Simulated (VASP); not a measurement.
The system is Co2Cl3.

```
CELL_PARAMETERS angstrom
4.03307 0.00000 0.00000
-2.01654 3.49274 0.00000
0.00000 0.00000 6.45350
ATOMIC_POSITIONS crystal
Co 0.66667 0.33333 0.75015
Co 0.33333 0.66667 0.24985
Cl 0.66667 0.33333 0.35366
Cl 0.33333 0.66667 0.64634
Cl 0.00000 0.00000 0.00000
```

The cell was built by a generator and needn't be a form met in nature.

```yaml
Program: VASP 6.6.1
Task: relaxation of cell and atoms
Functional: PBE
Potentials_or_basis: VASP PAW PBE potentials, release 64 (Co, Cl)
Cutoff: 600 eV
k_mesh: 8 × 8 × 4
Occupations: gaussian, width 0.05 eV
Spin: collinear spin, ferromagnetic start
Starting_moments: "[2.0, 2.0, 0.0, 0.0, 0.0] μB"
```

At the start: pressure 1.7 GPa; volume 18.18 Å³/atom.

Problem. Where does the relaxation end?

Solution. Over 36 steps the energy falls by 249.1 meV/atom and the volume is 20.69 Å³/atom (+13.8 %); space group P-3m1 (No. 164, to 0.05 Å); moment 5.00 μB per cell.

Step by step:
```tsv
step	energy change (eV)	largest force (eV/Å)	pressure (GPa)	volume (Å³)
1	0.0000	0.6877	1.66	90.91
2	-0.2658	0.4944	-0.23	93.32
3	-0.7525	0.4636	-2.71	99.81
4	-1.0723	0.6159	-2.15	109.62
5	-1.0614	0.5923	-2.44	107.91
6	-1.1523	0.5931	2.65	97.83
7	-1.1724	0.5816	0.95	100.64
8	-1.2294	0.2099	-0.48	100.47
9	-1.2318	0.1288	-0.28	100.50
10	-1.2376	0.0393	0.39	99.29
11	-1.2376	0.0326	0.46	99.20
12	-1.2396	0.0740	-0.14	100.38
13	-1.2399	0.0636	0.02	100.03
14	-1.2409	0.0295	0.07	100.28
15	-1.2412	0.0225	0.13	100.46
16	-1.2410	0.0665	0.17	100.83
17	-1.2413	0.0349	0.09	100.57
18	-1.2420	0.0317	-0.06	101.21
19	-1.2422	0.0299	-0.18	101.58
20	-1.2427	0.0332	-0.11	101.61
21	-1.2435	0.0438	0.08	101.71
22	-1.2439	0.0282	0.04	101.95
23	-1.2444	0.0518	-0.15	102.66
24	-1.2444	0.0419	-0.11	102.50
25	-1.2447	0.0334	-0.02	102.54
26	-1.2448	0.0254	0.04	102.57
27	-1.2447	0.0267	0.17	102.64
28	-1.2448	0.0198	0.08	102.59
29	-1.2450	0.0183	0.07	102.79
30	-1.2452	0.0124	-0.02	103.37
31	-1.2452	0.0131	-0.02	103.28
32	-1.2453	0.0035	0.04	103.29
33	-1.2453	0.0054	0.02	103.29
34	-1.2453	0.0010	0.03	103.38
35	-1.2453	0.0056	-0.01	103.52
36	-1.2453	0.0031	0.01	103.47
```

Final structure:
```
CELL_PARAMETERS angstrom
3.60322 0.00000 0.00000
-1.80161 3.12048 0.00000
0.00000 0.00000 9.20246
ATOMIC_POSITIONS crystal
Co 0.66667 0.33333 0.81376
Co 0.33333 0.66667 0.18624
Cl 0.66667 0.33333 0.30069
Cl 0.33333 0.66667 0.69931
Cl 0.00000 0.00000 0.00000
```

Caveat: this functional lacks dispersion, which binds the layers, so the pressure and a relaxed spacing across them are unreliable.
